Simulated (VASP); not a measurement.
Input:

```xyz
2
Lattice="1.7700 -3.0657 0.0000 1.7700 3.0657 0.0000 0.0000 0.0000 5.5500" Properties=species:S:1:pos:R:3 pbc="T T T"
Tm     1.7700     1.0219     1.3875
Tm     1.7700    -1.0219     4.1625
```

Computed with optB86b-vdW, VASP's PBE PAW potentials (set 64) (plane waves; VASP). Run with 520 eV cut-off, 11×11×6 Γ-centred mesh, first-order Methfessel-Paxton smearing of 0.10 eV, potentials Tm_3.

The 4f electrons are frozen in the core of the lanthanide potential, so 4f levels, which can set the real gap, and their magnetism are missing. Energy and stress use the plane-wave basis of the starting cell.

### Question
The ions, cell shape and volume are relaxed. Predict the relaxed structure.

### Answer

```xyz
2
Lattice="1.7594 -3.0473 0.0000 1.7594 3.0473 0.0000 0.0000 0.0000 5.4305" Properties=species:S:1:pos:R:3 pbc="T T T"
Tm     1.7594     1.0158     1.3576
Tm     1.7594    -1.0158     4.0729
```
Space group P6_3/mmc (194), at a tolerance of 0.03 Å.

### Question
How do energy and volume change from the first to the last step?

### Answer
The energy (σ→0) changes by -5.8 meV/atom and the volume by -3.3 %, in 6 ionic steps.

The compound is Tm in the hcp structure. This run relaxes it. Symmetry was kept, so distortions that lower it aren't found.
